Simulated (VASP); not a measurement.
All values below come from PBE GGA, VASP's PBE PAW potentials (set 64) (plane waves; VASP).

VASP input:

KPOINTS:
```
Automatic mesh
0
Gamma
12 12 6
0 0 0
```

### INCAR
```
SYSTEM = Er
PREC = Accurate; ENCUT = 480; LREAL = .FALSE.
LASPH = .TRUE.
EDIFF = 1E-7; NELM = 100; ALGO = Normal
LMAXMIX = 6
ISMEAR = 1; SIGMA = 0.1
GGA = PE
ISIF = 2
LWAVE = .FALSE.; LCHARG = .FALSE.
```

POSCAR:
```
Er
1
    1.8273029024    -3.1649810130     0.0000000000
    1.8273029024     3.1649810130     0.0000000000
    0.0000000000     0.0000000000     5.5347515766
Er
2
Direct
  0.3333330000   0.6666670000   0.2500000000
  0.6666670000   0.3333330000   0.7500000000
```

POTCAR, in this order: Er_3 (PBE.64 set). Program: vasp_std.

Task: What will the output report for the number of irreducible k-points (NKPTS), number of bands (NBANDS), largest plane-wave count, number of space-group operations, FFT grid (NGX, NGY, NGZ)?

Result: 
```json
{
 "number of irreducible k-points (NKPTS)": "76",
 "number of bands (NBANDS)": "13",
 "largest_plane_wave_count": "1562",
 "number_of_space_group_operations": "24",
 "FFT grid (NGX, NGY, NGZ)": "28 × 28 × 40"
}
```

The compound is Er in the hcp structure. This cell was strained or had an atom moved on purpose. The 4f electrons are frozen in the core of the lanthanide potential, so 4f levels, which can set the real gap, and their magnetism are missing.
